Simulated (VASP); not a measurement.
# Sb3Ru (P4/mmm) in VASP: notebook

The runs below take Sb3Ru through single point, with PBE.

Program: VASP 6.6.1. These are calculated values, not measurements. Logs are shortened: lines on timing, memory, paths and dates and some standing lists are left out, and cuts for length are marked.

## (1) Starting point

Symmetry: P4/mmm, No. 123, tetragonal system. Conventional cell: a = 4.535 Å, b = 4.535 Å, c = 4.489 Å, α = 90.00°, β = 90.00°, γ = 90.00°. Around Sb (site symmetry mmm) lie 8 Sb at 3.19 to 3.21 Å and 4 Ru at 3.19 Å. Around Sb (site symmetry 4/mmm) lie 8 Sb at 3.19 Å and 4 Ru at 3.21 Å. Around Ru (site symmetry 4/mmm) lie 12 Sb at 3.19 to 3.21 Å.

The cell was built by a generator and needn't be a form met in nature.

## (2) Single point, PBE

The input, INCAR:

```
  PREC = Accurate
  ENCUT = 520
  EDIFF = 1E-6
  ISMEAR = 0
  SIGMA = 0.1
  LREAL = F
  LASPH = T
  NELM = 100
  ALGO = Normal
  ISIF = 2
  LWAVE = F
  LCHARG = F
  GGA = PE
  NBANDS = 22
```

The input, KPOINTS:

```
regular mesh
0
Gamma
  4 4 4
```

The input, POSCAR:

```
Sb3Ru
1.0
    4.5351259206      0.0000000000      0.0000000000
    0.0000000000      4.5351259206      0.0000000000
    0.0000000000      0.0000000000      4.4885111559
Sb Ru
3 1
Direct
    0.0000000000      0.5000000000      0.5000000000
    0.5000000000      0.0000000000      0.5000000000
    0.5000000000      0.5000000000      0.0000000000
    0.0000000000      0.0000000000      0.0000000000
```

Potentials or basis: VASP PAW PBE potentials, release 64 (Sb, Ru_pv).

Launch:

```sh
cat potpaw_PBE.64/Sb/POTCAR potpaw_PBE.64/Ru_pv/POTCAR > POTCAR
mpirun -np 1 vasp_std > vasp.out
```

OUTCAR:

```text
PREC = Accurate
   ENCUT = 520
   EDIFF = 1E-6
   ISMEAR = 0
   LREAL = F
   LASPH = T
   NELM = 100
   ISIF = 2
   GGA = PE

 ion  position               nearest neighbor table
   1  0.000  0.500  0.500-   3 3.19   4 3.19   3 3.19   4 3.19   4 3.19   4 3.19   3 3.19   3 3.19
                             2 3.21   2 3.21   2 3.21   2 3.21
   2  0.500  0.000  0.500-   3 3.19   4 3.19   3 3.19   4 3.19   3 3.19   3 3.19   4 3.19   4 3.19
                             1 3.21   1 3.21   1 3.21   1 3.21
   3  0.500  0.500  0.000-   1 3.19   2 3.19   1 3.19   2 3.19   2 3.19   2 3.19   1 3.19   1 3.19
                             4 3.21   4 3.21   4 3.21   4 3.21
   4  0.000  0.000  0.000-   1 3.19   2 3.19   1 3.19   2 3.19   1 3.19   1 3.19   2 3.19   2 3.19
                             3 3.21   3 3.21   3 3.21   3 3.21

  LATTYP: Found a simple tetragonal cell.
 ALAT       =     4.5351259206
 C/A-ratio  =     0.9897213957

  Lattice vectors:

 A1 = (   4.5351259206,   0.0000000000,   0.0000000000)
 A2 = (   0.0000000000,   4.5351259206,   0.0000000000)
 A3 = (   0.0000000000,   0.0000000000,   4.4885111559)

Analysis of symmetry for initial positions (statically):
=====================================================================
 Subroutine PRICEL returns:
 Original cell was already a primitive cell.

 Routine SETGRP: Setting up the symmetry group for a
 simple tetragonal supercell.

 Subroutine GETGRP returns: Found 16 space group operations
 (whereof 16 operations were pure point group operations)
 out of a pool of 16 trial point group operations.

The static configuration has the point symmetry D_4h.

Analysis of symmetry for dynamics (positions and initial velocities):
=====================================================================
 Subroutine PRICEL returns:
 Original cell was already a primitive cell.

 Routine SETGRP: Setting up the symmetry group for a
 simple tetragonal supercell.

 Subroutine GETGRP returns: Found 16 space group operations
 (whereof 16 operations were pure point group operations)
 out of a pool of 16 trial point group operations.

The dynamic configuration has the point symmetry D_4h.

 Subroutine INISYM returns: Found 16 space group operations
 (whereof 16 operations are pure point group operations),
 and found     1 'primitive' translations

[... 89 lines left out ...]
   ENCUT  =  520.0 eV  38.22 Ry    6.18 a.u.   8.43  8.43  8.35*2*pi/ulx,y,z
   NELM   =    100;   NELMIN=  2; NELMDL= -5     # of ELM steps
   EDIFF  = 0.1E-05   stopping-criterion for ELM
   LREAL  =      F    real-space projection
   EDIFFG = 0.1E-04   stopping-criterion for IOM
   NSW    =      0    number of steps for IOM
   IBRION =     -1    ionic relax: 0-MD 1-quasi-New 2-CG
   NFREE  =      0    steps in history (QN), initial steepest desc. (CG)
   ISIF   =      2    stress and relaxation
   ISYM   =      2    0-nonsym 1-usesym 2-fastsym
   POTIM  = 0.5000    time-step for ionic-motion
   TEBEG  =    0.0;   TEEND  =   0.0 temperature during run
   PSTRESS=    0.0 pullay stress
   NELECT =      29.0000    total number of electrons
   NUPDOWN=      -1.0000    fix difference up-down
   EMIN   =  10.00;   EMAX   =-10.00  energy-range for DOS
   EFERMI =   0.00;   METHOD = LEGACY
   ISMEAR =     0;   SIGMA  =   0.10  broadening in eV -4-tet -1-fermi 0-gaus
   EFERMI_NEDOS =   21; number of points for ismear=-14 and -15
   IALGO  =     38    algorithm
   IMIX   =      4    mixing-type and parameters
     AMIX     =   0.40;   BMIX     =  1.00
     AMIX_MAG =   1.60;   BMIX_MAG =  1.00
  volume/ion in A,a.u.               =      23.08       155.75
  Fermi-wavevector in a.u.,A,eV,Ry     =   1.112877  2.103033 16.850750  1.238495
  Thomas-Fermi vector in A             =   2.249456
   LORBIT       =      0    0 simple, 1 ext, 2 COOP (PROOUT), +10 PAW based schemes
   GGA     = PE    functional components
   LHFCALC =     F    Hartree Fock is set to
   AEXX    =    0.0000 exact exchange contribution
   IVDW    =     0    specifies the selected vdW correction
   LEPSILON=     F    determine dielectric tensor
   LRPA    =     F    only Hartree local field effects (RPA)
 non-spin polarized calculation
 Gauss-broadening in eV      SIGMA  =   0.10
  energy-cutoff  :      520.00
  volume of cell :       92.32
 maximum number of plane-waves:      2517
 NGX is ok and might be reduce to    36
   NGX = 17   NGY = 17   NGZ = 17

 number of electron      28.9999998 magnetization

 Free energy of the ion-electron system (eV)
  ---------------------------------------------------
  ext. energy  EPLUGINS =         0.00000000
  ---------------------------------------------------
  free energy    TOTEN  =       -19.50362001 eV

  energy without entropy =      -19.48817774  energy(sigma->0) =      -19.49589888

 E-fermi :   9.1012     XC(G=0): -10.9382

 val. band max:        9.0792088804   @ k =   0.5000   0.5000   0.5000
 cond. band min:       9.3106254514   @ k =   0.0000   0.0000   0.5000
 fundamental gap:      0.2314165709
 Fermi energy:         9.1012285888

 k-point     1 :       0.0000    0.0000    0.0000
  band No.  band energies     occupation
      1     -32.4108      2.00000
      2     -32.4044      2.00000
      3     -32.4044      2.00000
      4      -3.7012      2.00000
      5       2.0046      2.00000
      6       2.1130      2.00000
[... 439 lines left out ...]
     21      14.3742      0.00000
     22      18.8804      0.00000

------------------------ aborting loop because EDIFF is reached ----------------------------------------

  FORCE on cell =-STRESS in cart. coord.  units (eV):
  Direction    XX          YY          ZZ          XY          YZ          ZX
  --------------------------------------------------------------------------------------
  -------------------------------------------------------------------------------------
  Total       -1.0320121     -1.0320121     -0.8854270      0.0000000     -0.0000000      0.0000000
  in kB      -17.9107748    -17.9107748    -15.3667607      0.0000000     -0.0000000      0.0000000
  external PRESSURE =     -17.0627701 kB  Pullay stress =       0.0000000 kB

 VOLUME and BASIS-vectors are now :
 -----------------------------------------------------------------------------
  energy-cutoff  :      520.00
  volume of cell :       92.32
      direct lattice vectors                 reciprocal lattice vectors
     4.535125921  0.000000000  0.000000000     0.220501044  0.000000000  0.000000000
     0.000000000  4.535125921  0.000000000     0.000000000  0.220501044  0.000000000
     0.000000000  0.000000000  4.488511156     0.000000000  0.000000000  0.222791025

 POSITION                                       TOTAL-FORCE (eV/Angst)
 -----------------------------------------------------------------------------------
      0.00000      2.26756      2.24426         0.000000      0.000000      0.000000
      2.26756      0.00000      2.24426         0.000000      0.000000      0.000000
      2.26756      2.26756      0.00000         0.000000      0.000000      0.000000
      0.00000      0.00000      0.00000         0.000000      0.000000      0.000000
 -----------------------------------------------------------------------------------
    total drift:                                0.000000     -0.000000     -0.000000

  FREE ENERGIE OF THE ION-ELECTRON SYSTEM (eV)
  ---------------------------------------------------
  free  energy   TOTEN  =       -19.5036200142 eV

  energy  without entropy=      -19.4881777397  energy(sigma->0) =      -19.49589888
```

stdout:

```text
POSCAR found type information on POSCAR SbRu
 POSCAR found :  2 types and       4 ions
 scaLAPACK will be used
 LDA part: xc-table for (Slater+PW92), standard interpolation
 POSCAR, INCAR and KPOINTS ok, starting setup
 FFT: planning ... GRIDC
 FFT: planning ... GRID_SOFT
 FFT: planning ... GRID
 WAVECAR not read
 entering main loop
```

It took 14 s on 1 thread of Intel Xeon 6975P-C (Granite Rapids), shared host; peak memory 0.21 GiB.

Results:

```
Free energy            : -19.5036 eV
Pressure               : -1.7 GPa
Band gap on the k mesh : none (metal or under the smearing width)
```

Levels at points of the mesh, in eV from the Fermi level:
| k point | band 11 | band 12 | band 13 | band 14 | band 15 | band 16 | band 17 | band 18 | band 19 | band 20 |
| --- | --- | --- | --- | --- | --- | --- | --- | --- | --- | --- |
| (0.00, 0.00, 0.00) | -0.87 | -0.87 | -0.44 | -0.38 | 0.28 | 1.20 | 1.20 | 1.21 | 3.52 | 3.52 |
| (0.50, 0.00, 0.00) | -1.34 | -1.26 | -0.82 | -0.42 | -0.14 | 0.21 | 0.23 | 2.48 | 3.98 | 3.99 |
| (0.50, 0.50, 0.00) | -1.27 | -0.59 | -0.53 | -0.34 | -0.34 | -0.06 | 2.08 | 2.08 | 4.13 | 4.39 |
| (0.00, 0.00, 0.50) | -1.34 | -1.34 | -0.82 | -0.45 | -0.20 | 0.21 | 0.21 | 2.46 | 3.95 | 3.95 |
| (0.50, 0.00, 0.50) | -1.33 | -0.57 | -0.50 | -0.44 | -0.43 | -0.03 | 2.03 | 2.11 | 4.02 | 4.56 |
| (0.50, 0.50, 0.50) | -0.43 | -0.40 | -0.36 | -0.04 | -0.02 | -0.02 | 4.73 | 4.92 | 5.14 | 5.27 |

## (3) Single point, PBE

This run uses another cell than the first one, of 22.70 Å³/atom, 0.984 times its volume.

The input, INCAR:

```
PREC = Accurate ; ENCUT = 520
EDIFF = 1E-6 ; ISMEAR = 0
SIGMA = 0.1 ; LREAL = False
LASPH = True ; NELM = 100
ALGO = Fast ; ISIF = 2
LWAVE = False ; LCHARG = False
GGA = PE ; NBANDS = 22
```

The input, KPOINTS:

```
regular mesh
0
Gamma
  10 10 10
```

The input, POSCAR:

```
Sb3Ru
1.0
    4.5084256688      0.0000000000      0.0000000000
    0.0000000000      4.5084256688      0.0000000000
    0.0000000000      0.0000000000      4.4672362650
Sb Ru
3 1
Direct
    0.0000000000      0.5000000000      0.5000000000
    0.5000000000      0.0000000000      0.5000000000
    0.5000000000      0.5000000000      0.0000000000
    0.0000000000      0.0000000000      0.0000000000
```

Potentials or basis: VASP PAW PBE potentials, release 64 (Sb, Ru_pv).

Launch:

```sh
cat potpaw_PBE.64/Sb/POTCAR potpaw_PBE.64/Ru_pv/POTCAR > POTCAR
mpirun -np 1 vasp_std > vasp.out
```

It took 82 s on 1 thread of Intel Xeon 6975P-C (Granite Rapids), shared host; peak memory 0.37 GiB.

The run converged. Its results:

```yaml
Free_energy: -19.3193 eV
Pressure: -0.1 GPa
Band_gap_on_the_k_mesh: none (metal or under the smearing width)
```

Levels at points of the mesh, in eV from the Fermi level:
| k point | band 12 | band 13 | band 14 | band 15 | band 16 | band 17 |
| --- | --- | --- | --- | --- | --- | --- |
| (0.00, 0.00, 0.00) | -1.08 | -0.62 | -0.58 | 0.01 | 0.98 | 0.98 |
| (0.50, 0.00, 0.00) | -1.54 | -1.03 | -0.70 | -0.33 | 0.00 | 0.01 |
| (0.50, 0.50, 0.00) | -0.81 | -0.74 | -0.57 | -0.57 | -0.24 | 1.92 |
| (0.00, 0.00, 0.50) | -1.59 | -1.03 | -0.73 | -0.38 | 0.00 | 0.00 |
| (0.50, 0.00, 0.50) | -0.78 | -0.71 | -0.66 | -0.65 | -0.20 | 1.87 |
| (0.50, 0.50, 0.50) | -0.60 | -0.57 | -0.22 | -0.20 | -0.20 | 4.57 |
